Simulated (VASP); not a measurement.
Al2O3, 10 atoms in the cell. It takes space group R-3c (No. 167, trigonal). The conventional cell has a = 4.806 Å, b = 4.806 Å, c = 13.114 Å, α = 90.00°, β = 90.00°, γ = 120.00°. Around Al (site symmetry 3) lie 6 O at 1.87 to 1.99 Å. Around O (site symmetry 2) lie 4 Al at 1.87 to 1.99 Å. The cell is a database's computed one.

```yaml
Program: VASP 6.6.1
Task: band structure
Functional: PBE
Potentials_or_basis: VASP PAW PBE potentials, release 64 (Al, O)
Cutoff: 600 eV
k_mesh: 8 × 8 × 8
Occupations: gaussian, width 0.02 eV
Spin: no spin polarisation
Further_INCAR_settings: ALGO = Normal; EDIFF = 1e-06; NBANDS = 35
```

Potentials or basis: VASP PAW PBE potentials, release 64 (Al, O).

The run is started by

```bash
$ cat potpaw_PBE.64/Al/POTCAR potpaw_PBE.64/O/POTCAR > POTCAR
$ cp INCAR.step1 INCAR
$ cp KPOINTS.step1 KPOINTS
$ mpirun -np 4 vasp_std > vasp.out
$ cp INCAR.step2 INCAR
$ cp KPOINTS.step2 KPOINTS
$ mpirun -np 4 vasp_std > vasp.out
```

Hardware: 4 MPI ranks on Intel(R) Xeon(R) 6975P-C (Granite Rapids), on a shared host.

How long does it take, and how much memory?

Run time: 96 s on 4 MPI ranks on Intel(R) Xeon(R) 6975P-C (Granite Rapids), with other jobs on the host, peak memory 0.38 GiB a rank. Counts: scf iterations 8, k points 90.
